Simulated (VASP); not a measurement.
```
KCl
1.0
    0.00000     3.28965     3.28965
    3.28965     0.00000     3.28965
    3.28965     3.28965     0.00000
K Cl
1 1
Direct
  0.00000   0.00000   0.00000
  0.50000   0.50000   0.50000
```

Computed with RPBE GGA, VASP's PBE PAW potentials (set 64) (plane waves; VASP). Run with 520 eV cut-off, 7×7×7 Γ-centred mesh, Gaussian smearing of 0.050 eV, potentials K_sv Cl.

**Question.** Predict the energy per atom (σ→0), band gap (on the k-mesh) with the smallest direct gap where there is one.

**Answer.** 
```yaml
band gap (on the k-mesh): 5.09 eV
smallest direct gap (on the k-mesh): 5.09 eV
energy per atom (σ→0): -3.258 eV/atom
```

The absolute energy has meaning only against runs of the same code, potentials and settings.

The compound is KCl in the rock salt structure. It was relaxed first, which changed the volume by +14 %.
